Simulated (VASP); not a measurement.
Level of theory: PBE GGA with D4 dispersion, VASP's PBE PAW potentials (set 64) (plane waves; VASP).

VASP ran on this input.

### INCAR
```
ENCUT = 520   ! plane-wave cut-off (eV)
LMAXMIX = 4
LASPH = .TRUE.   ! aspherical one-centre terms
ISIF = 2   ! forces and stress, cell fixed
LREAL = .FALSE.   ! projection in real space or not
NELM = 100   ! most electronic steps
EDIFF = 1E-7   ! SCF stop (eV)
IVDW = 13
LWAVE = .FALSE.
GGA = PE
ISMEAR = -5   ! tetrahedra, Bloechl
SYSTEM = PbF2
LEFG = .TRUE.
LORBIT = 11   ! lm-projected
PREC = Accurate
ALGO = Normal
LCHARG = .TRUE.
NEDOS = 601   ! DOS grid
```

KPOINTS:
```
kpoints
0
G
  7 7 7
```

### POSCAR
```
PbF2
1
    0.0000000000     2.9950618264     2.9950618264
    2.9950618264     0.0000000000     2.9950618264
    2.9950618264     2.9950618264     0.0000000000
Pb F
1 2
Direct
  0.0000000000   0.0000000000   0.0000000000
  0.2500000000   0.2500000000   0.2500000000
  0.7500000000   0.7500000000   0.7500000000
```

POTCAR, in this order: Pb_d F (PBE.64 set). Program: vasp_std.

The resulting files:

**OSZICAR**
```
       N       E                     dE             d eps       ncg     rms          rms(c)
DAV:   1     0.302224213733E+03    0.30222E+03   -0.14981E+04   720   0.176E+03
DAV:   2     0.126789842673E+02   -0.28955E+03   -0.27866E+03   838   0.452E+02
DAV:   3    -0.155016479935E+02   -0.28181E+02   -0.27882E+02   848   0.153E+02
DAV:   4    -0.163252850067E+02   -0.82364E+00   -0.82286E+00   786   0.273E+01
DAV:   5    -0.163511604236E+02   -0.25875E-01   -0.25874E-01   822   0.510E+00    0.806E+00
DAV:   6    -0.143656775971E+02    0.19855E+01   -0.10648E+01   946   0.270E+01    0.277E+00
DAV:   7    -0.143569269109E+02    0.87507E-02   -0.46639E-01   728   0.468E+00    0.157E+00
DAV:   8    -0.143517078119E+02    0.52191E-02   -0.10435E-01   720   0.394E+00    0.488E-01
DAV:   9    -0.143493991672E+02    0.23086E-02   -0.20488E-02   818   0.108E+00    0.102E-01
DAV:  10    -0.143505694982E+02   -0.11703E-02   -0.17244E-03   720   0.479E-01    0.309E-02
DAV:  11    -0.143505493519E+02    0.20146E-04   -0.13198E-04   754   0.126E-01    0.139E-02
DAV:  12    -0.143505601303E+02   -0.10778E-04   -0.67124E-05   832   0.881E-02    0.119E-02
DAV:  13    -0.143505579549E+02    0.21754E-05   -0.24610E-05   848   0.533E-02    0.292E-03
DAV:  14    -0.143505579339E+02    0.21024E-07   -0.13237E-06   740   0.859E-03    0.567E-04
DAV:  15    -0.143505579585E+02   -0.24624E-07   -0.25368E-08   430   0.137E-03
   1 F= -.14917150E+02 E0= -.14917150E+02  d E =0.000000E+00
```

File OUTCAR:
```
------------------------ aborting loop because EDIFF is reached ----------------------------------------
  Edisp (eV):   -0.56659
  FORCE on cell =-STRESS in cart. coord.  units (eV):
  Direction    XX          YY          ZZ          XY          YZ          ZX
  --------------------------------------------------------------------------------------
  Total       0.00673     0.00673     0.00673     0.00000     0.00000    -0.00000
  in kB       0.20074     0.20074     0.20074     0.00000     0.00000    -0.00000
  external pressure =        0.20 kB  Pullay stress =        0.00 kB
  volume of cell :       53.73
      direct lattice vectors                 reciprocal lattice vectors
     0.000000000  2.995061826  2.995061826    -0.166941462  0.166941462  0.166941462
     2.995061826  0.000000000  2.995061826     0.166941462 -0.166941462  0.166941462
     2.995061826  2.995061826  0.000000000     0.166941462  0.166941462 -0.166941462
 POSITION                                       TOTAL-FORCE (eV/Angst)
 -----------------------------------------------------------------------------------
      0.00000      0.00000      0.00000         0.000000      0.000000      0.000000
      1.49753      1.49753      1.49753         0.000000      0.000000      0.000000
      4.49259      4.49259      4.49259        -0.000000     -0.000000     -0.000000
 -----------------------------------------------------------------------------------
    total drift:                                0.000000     -0.000000      0.000000
  FREE ENERGIE OF THE ION-ELECTRON SYSTEM (eV)
  ---------------------------------------------------
  free  energy   TOTEN  =       -14.9171498637 eV

  energy  without entropy=      -14.9171498637  energy(sigma->0) =      -14.91714986

 total charge

# of ion       s       p       d       tot
------------------------------------------
    1        1.551   0.275   9.862  11.689
    2        1.741   4.321   0.000   6.062
    3        1.741   4.321   0.000   6.062
--------------------------------------------------
tot          5.034   8.916   9.862  23.813

 Electric field gradients after diagonalization (V/A^2)
 (convention: |V_zz| > |V_xx| > |V_yy|)
----------------------------------------------------------------------
 ion       V_xx      V_yy      V_zz     asymmetry (V_yy - V_xx)/ V_zz
----------------------------------------------------------------------
   1       0.001     0.001    -0.002       0.000
   2      -0.004    -0.004     0.008       0.000
   3      -0.004    -0.004     0.008       0.000
```
(Selected blocks of OUTCAR.)

The compound is PbF2 in the fluorite structure, the β form. It was relaxed first.
